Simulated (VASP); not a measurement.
# InP: GW quasiparticle gap, part 4 of 7

How does the gap of InP change from the starting functional to GW? The cell is of the zinc-blende type, one of the forms listed for this formula. The start is a cell from a database of measured crystal structures.

VASP 6.6.1, plane waves and PAW; the level of theory is named at each step.

So far, quasiparticle gap on the mesh (eV): step 4 (evGW0) 1.27. Also gap on the k-mesh (eV): step 3 (empty bands, functional LDA) 0.500.

The database entry behind the starting cell differs from later determinations by our own check (0.1 to 0.3 % short, probably kX units), so it need not match the best structure at ambient conditions.

## (5) evGW

This step: evGW on LDA; plane waves and PAW (In_d_GW, P_GW) (VASP 6.6.1).

The levels are updated in both G and W; wider gaps weaken the screening and open the gap further.

INCAR

```
SYSTEM = InP
PREC = Accurate
ENCUT = 300
ISMEAR = 0
SIGMA = 0.01
LREAL = .FALSE.
GGA = CA
NBANDS = 280
ALGO = EVGW
NELMGW = 4
ENCUTGW = 180
NOMEGA = 48
PRECFOCK = Fast
NBANDSGW = 20
LWAVE = .FALSE.
LCHARG = .FALSE.
```

POSCAR

```
InP
1.0
    0.0000000000      2.9305000000      2.9305000000
    2.9305000000      0.0000000000      2.9305000000
    2.9305000000      2.9305000000      0.0000000000
In P
1 1
Direct
    0.0000000000      0.0000000000      0.0000000000
    0.7500000000      0.7500000000      0.7500000000
```

KPOINTS

```
Automatic mesh
0
Gamma
6 6 6
0 0 0
```

Potentials, in the order of the species: In_d_GW and P_GW (LDA family, release 64).

On the command line:

```console
$ mpirun -np 4 vasp_std
```

Log:

```text
[banner, memory and clock lines left out]
running    4 mpi-ranks, on    1 nodes
 distrk:  each k-point on    4 cores,    1 groups
 distr:  one band on    1 cores,    4 groups

 POSCAR found type information on POSCAR InP
 POSCAR found :  2 types and       2 ions
 [... a notice as in an earlier step ...]

 LDA part: xc-table for (Slater(with rela. corr.)+CA(PZ))
 , standard interpolation
 found WAVECAR, reading the header
 POSCAR, INCAR and KPOINTS ok, starting setup
 FFT: planning ... GRIDC
 FFT: planning ... GRID_SOFT
 FFT: planning ... GRID
 reading WAVECAR
 the WAVECAR file was read successfully
 initial charge from wavefunction
 available memory per node:     65.53 GB, setting MAXMEM to     67104

 The Fermi energy was updated, please check that it is located mid-gap
 values below the HOMO (VB) or above the LUMO (CB) will cause erroneous energies
 E-fermi :   3.9853

 calculate exact exchange contribution
 the WAVEDER file was read successfully
energies w=
    0.000    0.000    0.219    0.000    0.438    0.000    0.654    0.000
    0.868    0.000    1.079    0.000    1.286    0.000    1.490    0.000
    1.689    0.000    1.885    0.000    2.078    0.000    2.267    0.000
    2.454    0.000    2.638    0.000    2.821    0.000    3.004    0.000
    3.186    0.000    3.369    0.000    3.553    0.000    3.740    0.000
    3.931    0.000    4.126    0.000    4.327    0.000    4.536    0.000
    4.753    0.000    4.980    0.000    5.222    0.000    5.479    0.000
    5.754    0.000    6.051    0.000    6.375    0.000    6.732    0.000
    7.129    0.000    7.573    0.000    8.079    0.000    8.661    0.000
    9.341    0.000   10.148    0.000   11.123    0.000   12.330    0.000
   13.861    0.000   15.870    0.000   18.622    0.000   22.616    0.000
   28.919    0.000   40.306    0.000   66.934    0.000  199.746    0.000
 responsefunction array rank=     288
 LDA part: xc-table for (Slater(with rela. corr.)+CA(PZ))
 , standard interpolation

 min. memory requirement per mpi rank    473.8 MB, per node   1895.3 MB

 allocating  12 responsefunctions rank=   288
 shmem allocating  48 responsefunctions rank=   288
 response function shared by NCSHMEM nodes    1
 Doing           12  frequencies on each core in blocks of           48
NQ=   1    0.0000    0.0000    0.0000,
|.........|.........|.........|.........|.........|.........|.........|.........
 performed       1232000 updates of chi_q(r,r)
 total number of BLAS operations        789.90 Gflops
NQ=   2    0.1667    0.0000    0.0000,
|.........|.........|.........|.........|.........|.........|.........|.........
 performed       3226000 updates of chi_q(r,r)
 total number of BLAS operations       2014.16 Gflops
NQ=   3    0.3333    0.0000    0.0000,
|.........|.........|.........|.........|.........|.........|.........|.........
 performed       5220000 updates of chi_q(r,r)
 total number of BLAS operations       3274.03 Gflops
NQ=   4    0.5000    0.0000    0.0000,
|.........|.........|.........|.........|.........|.........|.........|.........
 performed       6945000 updates of chi_q(r,r)
 total number of BLAS operations       4295.39 Gflops
NQ=   5    0.1667    0.1667    0.0000,
|.........|.........|.........|.........|.........|.........|.........|.........
 performed       8939000 updates of chi_q(r,r)
 total number of BLAS operations       5573.25 Gflops
NQ=   6    0.3333    0.1667    0.0000,
|.........|.........|.........|.........|.........|.........|.........|.........
 performed      11896000 updates of chi_q(r,r)
 total number of BLAS operations       7508.65 Gflops
NQ=   7    0.5000    0.1667    0.0000,
|.........|.........|.........|.........|.........|.........|.........|.........
 performed      14853000 updates of chi_q(r,r)
 total number of BLAS operations       9324.14 Gflops
NQ=   8   -0.3333    0.1667    0.0000,
|.........|.........|.........|.........|.........|.........|.........|.........
 performed      17810000 updates of chi_q(r,r)
 total number of BLAS operations      11087.59 Gflops
NQ=   9   -0.1667    0.1667    0.0000,
|.........|.........|.........|.........|.........|.........|.........|.........
 performed      20409000 updates of chi_q(r,r)
 total number of BLAS operations      12706.21 Gflops
NQ=  10    0.3333    0.3333    0.0000,
|.........|.........|.........|.........|.........|.........|.........|.........
 performed      22403000 updates of chi_q(r,r)
 total number of BLAS operations      13904.09 Gflops
NQ=  11    0.5000    0.3333    0.0000,
|.........|.........|.........|.........|.........|.........|.........|.........
 performed      25360000 updates of chi_q(r,r)
 total number of BLAS operations      15654.64 Gflops
NQ=  12   -0.3333    0.3333    0.0000,
|.........|.........|.........|.........|.........|.........|.........|.........
 performed      27959000 updates of chi_q(r,r)
 total number of BLAS operations      17148.15 Gflops
NQ=  13    0.5000    0.5000    0.0000,
|.........|.........|.........|.........|.........|.........|.........|.........
 performed      29527000 updates of chi_q(r,r)
 total number of BLAS operations      18174.75 Gflops
NQ=  14    0.5000    0.3333    0.1667,
|.........|.........|.........|.........|.........|.........|.........|.........
 performed      32820000 updates of chi_q(r,r)
 total number of BLAS operations      20152.95 Gflops
NQ=  15   -0.3333    0.3333    0.1667,
|.........|.........|.........|.........|.........|.........|.........|.........
 performed      35934000 updates of chi_q(r,r)
 total number of BLAS operations      22023.51 Gflops
NQ=  16   -0.3333    0.5000    0.1667,
|.........|.........|.........|.........|.........|.........|.........|.........
 performed      38544000 updates of chi_q(r,r)
 total number of BLAS operations      23501.15 Gflops
 resolving degeneracies of screened two electron integrals

 calculate QP shifts <psi_nk| G(iteration)W_0 |psi_nk>: iteration 1
 allocating  12 responsefunctions rank=   288
 shmem allocating  48 responsefunctions rank=   288
 response function shared by NCSHMEM nodes    1
 Doing           12  frequencies on each core in blocks of           48
NQ=   1    0.0000    0.0000    0.0000,
|.........|.........|.........|.........|.........|.........|.........|.........
 performed       1232000 updates of chi_q(r,r)
 total number of BLAS operations        789.90 Gflops
NQ=   2    0.1667    0.0000    0.0000,
|.........|.........|.........|.........|.........|.........|.........|.........
 performed       3226000 updates of chi_q(r,r)
 total number of BLAS operations       2014.16 Gflops
NQ=   3    0.3333    0.0000    0.0000,
|.........|.........|.........|.........|.........|.........|.........|.........
[...]
total number of BLAS operations      22023.51 Gflops
NQ=  16   -0.3333    0.5000    0.1667,
|.........|.........|.........|.........|.........|.........|.........|.........
 performed      38544000 updates of chi_q(r,r)
 total number of BLAS operations      23501.15 Gflops
 resolving degeneracies of screened two electron integrals

 calculate QP shifts <psi_nk| G(iteration)W_0 |psi_nk>: iteration 2
 allocating  12 responsefunctions rank=   288
 shmem allocating  48 responsefunctions rank=   288
 response function shared by NCSHMEM nodes    1
 Doing           12  frequencies on each core in blocks of           48
NQ=   1    0.0000    0.0000    0.0000,
|.........|.........|.........|.........|.........|.........|.........|.........
 performed       1232000 updates of chi_q(r,r)
 total number of BLAS operations        789.90 Gflops
NQ=   2    0.1667    0.0000    0.0000,
|.........|.........|.........|.........|.........|.........|.........|.........
 performed       3226000 updates of chi_q(r,r)
 total number of BLAS operations       2014.16 Gflops
NQ=   3    0.3333    0.0000    0.0000,
|.........|.........|.........|.........|.........|.........|.........|.........
 performed       5220000 updates of chi_q(r,r)
 total number of BLAS operations       3274.03 Gflops
NQ=   4    0.5000    0.0000    0.0000,
|.........|.........|.........|.........|.........|.........|.........|.........
 performed       6945000 updates of chi_q(r,r)
 total number of BLAS operations       4295.39 Gflops
NQ=   5    0.1667    0.1667    0.0000,
|.........|.........|.........|.........|.........|.........|.........|.........
 performed       8939000 updates of chi_q(r,r)
 total number of BLAS operations       5573.25 Gflops
NQ=   6    0.3333    0.1667    0.0000,
|.........|.........|.........|.........|.........|.........|.........|.........
 performed      11896000 updates of chi_q(r,r)
 total number of BLAS operations       7508.65 Gflops
NQ=   7    0.5000    0.1667    0.0000,
|.........|.........|.........|.........|.........|.........|.........|.........
 performed      14853000 updates of chi_q(r,r)
 total number of BLAS operations       9324.14 Gflops
NQ=   8   -0.3333    0.1667    0.0000,
|.........|.........|.........|.........|.........|.........|.........|.........
 performed      17810000 updates of chi_q(r,r)
 total number of BLAS operations      11087.59 Gflops
NQ=   9   -0.1667    0.1667    0.0000,
|.........|.........|.........|.........|.........|.........|.........|.........
 performed      20409000 updates of chi_q(r,r)
 total number of BLAS operations      12706.21 Gflops
NQ=  10    0.3333    0.3333    0.0000,
|.........|.........|.........|.........|.........|.........|.........|.........
 performed      22403000 updates of chi_q(r,r)
 total number of BLAS operations      13904.09 Gflops
NQ=  11    0.5000    0.3333    0.0000,
|.........|.........|.........|.........|.........|.........|.........|.........
 performed      25360000 updates of chi_q(r,r)
 total number of BLAS operations      15654.64 Gflops
NQ=  12   -0.3333    0.3333    0.0000,
|.........|.........|.........|.........|.........|.........|.........|.........
 performed      27959000 updates of chi_q(r,r)
 total number of BLAS operations      17148.15 Gflops
NQ=  13    0.5000    0.5000    0.0000,
|.........|.........|.........|.........|.........|.........|.........|.........
 performed      29527000 updates of chi_q(r,r)
 total number of BLAS operations      18174.75 Gflops
NQ=  14    0.5000    0.3333    0.1667,
|.........|.........|.........|.........|.........|.........|.........|.........
 performed      32820000 updates of chi_q(r,r)
 total number of BLAS operations      20152.95 Gflops
NQ=  15   -0.3333    0.3333    0.1667,
|.........|.........|.........|.........|.........|.........|.........|.........
 performed      35934000 updates of chi_q(r,r)
 total number of BLAS operations      22023.51 Gflops
NQ=  16   -0.3333    0.5000    0.1667,
|.........|.........|.........|.........|.........|.........|.........|.........
 performed      38544000 updates of chi_q(r,r)
 total number of BLAS operations      23501.15 Gflops
 resolving degeneracies of screened two electron integrals

 calculate QP shifts <psi_nk| G(iteration)W_0 |psi_nk>: iteration 3
 allocating  12 responsefunctions rank=   288
 shmem allocating  48 responsefunctions rank=   288
 response function shared by NCSHMEM nodes    1
 Doing           12  frequencies on each core in blocks of           48
NQ=   1    0.0000    0.0000    0.0000,
|.........|.........|.........|.........|.........|.........|.........|.........
 performed       1232000 updates of chi_q(r,r)
 total number of BLAS operations        789.90 Gflops
NQ=   2    0.1667    0.0000    0.0000,
|.........|.........|.........|.........|.........|.........|.........|.........
 performed       3226000 updates of chi_q(r,r)
 total number of BLAS operations       2014.16 Gflops
NQ=   3    0.3333    0.0000    0.0000,
|.........|.........|.........|.........|.........|.........|.........|.........
 performed       5220000 updates of chi_q(r,r)
 total number of BLAS operations       3274.03 Gflops
NQ=   4    0.5000    0.0000    0.0000,
|.........|.........|.........|.........|.........|.........|.........|.........
 performed       6945000 updates of chi_q(r,r)
 total number of BLAS operations       4295.39 Gflops
NQ=   5    0.1667    0.1667    0.0000,
|.........|.........|.........|.........|.........|.........|.........|.........
 performed       8939000 updates of chi_q(r,r)
 total number of BLAS operations       5573.25 Gflops
NQ=   6    0.3333    0.1667    0.0000,
|.........|.........|.........|.........|.........|.........|.........|.........
 performed      11896000 updates of chi_q(r,r)
 total number of BLAS operations       7508.65 Gflops
NQ=   7    0.5000    0.1667    0.0000,
|.........|.........|.........|.........|.........|.........|.........|.........
 performed      14853000 updates of chi_q(r,r)
 total number of BLAS operations       9324.14 Gflops
NQ=   8   -0.3333    0.1667    0.0000,
|.........|.........|.........|.........|.........|.........|.........|.........
 performed      17810000 updates of chi_q(r,r)
 total number of BLAS operations      11087.59 Gflops
NQ=   9   -0.1667    0.1667    0.0000,
|.........|.........|.........|.........|.........|.........|.........|.........
 performed      20409000 updates of chi_q(r,r)
 total number of BLAS operations      12706.21 Gflops
NQ=  10    0.3333    0.3333    0.0000,
|.........|.........|.........|.........|.........|.........|.........|.........
 performed      22403000 updates of chi_q(r,r)
 total number of BLAS operations      13904.09 Gflops
NQ=  11    0.5000    0.3333    0.0000,
|.........|.........|.........|.........|.........|.........|.........|.........
 performed      25360000 updates of chi_q(r,r)
 total number of BLAS operations      15654.64 Gflops
NQ=  12   -0.3333    0.3333    0.0000,
|.........|.........|.........|.........|.........|.........|.........|.........
 performed      27959000 updates of chi_q(r,r)
 total number of BLAS operations      17148.15 Gflops
NQ=  13    0.5000    0.5000    0.0000,
|.........|.........|.........|.........|.........|.........|.........|.........
 performed      29527000 updates of chi_q(r,r)
 total number of BLAS operations      18174.75 Gflops
NQ=  14    0.5000    0.3333    0.1667,
|.........|.........|.........|.........|.........|.........|.........|.........
 performed      32820000 updates of chi_q(r,r)
 total number of BLAS operations      20152.95 Gflops
NQ=  15   -0.3333    0.3333    0.1667,
|.........|.........|.........|.........|.........|.........|.........|.........
 performed      35934000 updates of chi_q(r,r)
 total number of BLAS operations      22023.51 Gflops
NQ=  16   -0.3333    0.5000    0.1667,
|.........|.........|.........|.........|.........|.........|.........|.........
 performed      38544000 updates of chi_q(r,r)
 total number of BLAS operations      23501.15 Gflops
 resolving degeneracies of screened two electron integrals

 calculate QP shifts <psi_nk| G(iteration)W_0 |psi_nk>: iteration 4
 entering main loop
```

Wall time 32 min (4 MPI ranks of AMD EPYC 9R45, shared host); peak memory 1.9 GiB.

(Continued in part 5 of 7.)

[Lines on the potential files, build, host, timing and source positions are cut from VASP's logs without a mark.]

[Logs are printed without paths, hosts, clocks, repeated set-up lines and the standing remarks that a program may print on its own settings, such as how far it seeks lower states.]

[Hosts, paths, dates, database ids (printed as entryN), source tags and the programs' standing remarks are cut or masked in the printed files.]

[Pressures printed for these runs are not shown converged in the cutoff: they can be off by several GPa and have the wrong sign.]
